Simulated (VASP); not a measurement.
System: Cr2O3, 10 atoms in the cell.

The calculation used r²SCAN, plane waves, standard recommended PAW potentials in VASP.

Cutoff 520 eV; orbitals from an earlier step on the same cell; potentials Cr_pv O; PREC = Accurate; k-mesh 4×4×4 Γ-centred; Fermi–Dirac smearing of 0.05 eV; starting moments Cr1 3, Cr2 -3, Cr3 3, Cr4 -3 μB.

```
Cr O
1.0
     2.47950    1.43154    4.53133
    -2.47950    1.43154    4.53133
     0.00000   -2.86308    4.53133
Cr O
4 6
Direct
  0.34770 0.34770 0.34770
  0.15230 0.15230 0.15230
  0.84770 0.84770 0.84770
  0.65230 0.65230 0.65230
  0.55510 0.94490 0.25000
  0.25000 0.55510 0.94490
  0.94490 0.25000 0.55510
  0.44490 0.05510 0.75000
  0.75000 0.44490 0.05510
  0.05510 0.75000 0.44490
```

Forces on the other atoms:

```tsv
atom	Fx (eV/Å)	Fy (eV/Å)	Fz (eV/Å)
Cr1	0.000	0.000	-0.055
Cr2	0.000	0.000	0.055
Cr4	0.000	0.000	0.055
O5	0.129	0.000	0.000
O6	-0.064	0.111	0.000
O7	-0.064	-0.111	0.000
O8	-0.129	0.000	0.000
O10	0.064	0.111	0.000
```

(1) What forces (eV/Å) act on Cr3 and O9, and what is the pressure?

Results:

(1) Cr3: (0.000, 0.000, -0.055); O9: (0.064, -0.111, 0.000). The pressure is 0.76 GPa.

VASP prints the stress at a fixed plane-wave basis, so it holds the Pulay stress of this cutoff.

One magnetic order was tried; another may lie lower. Potentials made with PBE were used with another functional.
